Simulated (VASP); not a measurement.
Data:

```
FePt
1.0
    2.70804     0.00000     0.00000
    0.00000     2.70804     0.00000
    0.00000     0.00000     3.73816
Fe Pt
1 1
Direct
  0.00000   0.00000   0.00000
  0.50000   0.50000   0.50000
```
Starting moments (μB, in the order of the record's atoms Fe Pt): 2.9 0.3.

Computed with optB86b-vdW, VASP's PBE PAW potentials (set 64) (plane waves; VASP 6.6.1). Run with 520 eV cut-off, Gaussian smearing of 0.050 eV, potentials Fe Pt.

### Question
Give the spin-up energies of bands 1 to 13 at the high-symmetry points, in eV from the Fermi level.

### Answer

```json
[
 {"band": "1", "Γ": "-9.61", "X": "-6.16", "M": "-6.90", "Z": "-7.79", "R": "-6.54", "A": "-6.12"},
 {"band": "2", "Γ": "-6.34", "X": "-4.83", "M": "-5.71", "Z": "-5.75", "R": "-6.51", "A": "-4.84"},
 {"band": "3", "Γ": "-6.19", "X": "-4.47", "M": "-5.71", "Z": "-5.71", "R": "-3.63", "A": "-4.84"},
 {"band": "4", "Γ": "-3.36", "X": "-4.22", "M": "-5.70", "Z": "-3.51", "R": "-3.62", "A": "-4.03"},
 {"band": "5", "Γ": "-3.36", "X": "-3.37", "M": "-1.23", "Z": "-2.82", "R": "-3.37", "A": "-3.41"},
 {"band": "6", "Γ": "-2.87", "X": "-3.31", "M": "-0.91", "Z": "-2.52", "R": "-2.96", "A": "-3.41"},
 {"band": "7", "Γ": "-1.96", "X": "-2.66", "M": "-0.42", "Z": "-2.18", "R": "-1.07", "A": "-2.19"},
 {"band": "8", "Γ": "-1.84", "X": "-2.37", "M": "-0.39", "Z": "-2.18", "R": "-0.77", "A": "-1.76"},
 {"band": "9", "Γ": "-0.45", "X": "-2.01", "M": "-0.39", "Z": "-2.11", "R": "-0.52", "A": "-0.91"},
 {"band": "10", "Γ": "-0.30", "X": "-1.58", "M": "0.66", "Z": "-2.11", "R": "-0.43", "A": "0.67"},
 {"band": "11", "Γ": "-0.30", "X": "0.31", "M": "1.74", "Z": "-1.67", "R": "-0.43", "A": "6.96"},
 {"band": "12", "Γ": "2.20", "X": "2.16", "M": "1.74", "Z": "-0.77", "R": "-0.32", "A": "6.96"},
 {"band": "13", "Γ": "9.69", "X": "10.47", "M": "7.79", "Z": "15.72", "R": "4.81", "A": "7.85"}
]
```

### Question
Give the spin-down energies of bands 1 to 13 at the high-symmetry points, in eV from the Fermi level.

### Answer

```csv
band,Γ,X,M,Z,R,A
1,-9.45,-6.03,-6.53,-7.71,-6.16,-5.95
2,-5.84,-4.62,-5.00,-5.54,-6.05,-4.64
3,-5.81,-4.27,-5.00,-5.25,-2.90,-4.64
4,-2.35,-3.42,-4.75,-2.60,-2.88,-1.97
5,-2.35,-2.45,0.99,-1.87,-2.20,-1.51
6,-0.84,-1.34,1.24,-1.87,-0.49,-1.35
7,-0.71,-1.21,1.61,-1.43,-0.37,-1.35
8,0.51,-0.92,1.74,-0.53,-0.31,0.71
9,1.66,0.50,1.74,0.09,0.94,1.00
10,1.69,0.71,1.76,0.46,1.48,1.76
11,1.69,2.46,1.91,0.46,1.57,7.67
12,2.41,2.60,1.91,1.42,1.60,7.67
13,10.50,11.22,8.57,16.17,5.73,8.70
```

It has no gap at this level: it comes out as a metal or semimetal.

The compound is FePt in the L1_0 structure. It was relaxed first.
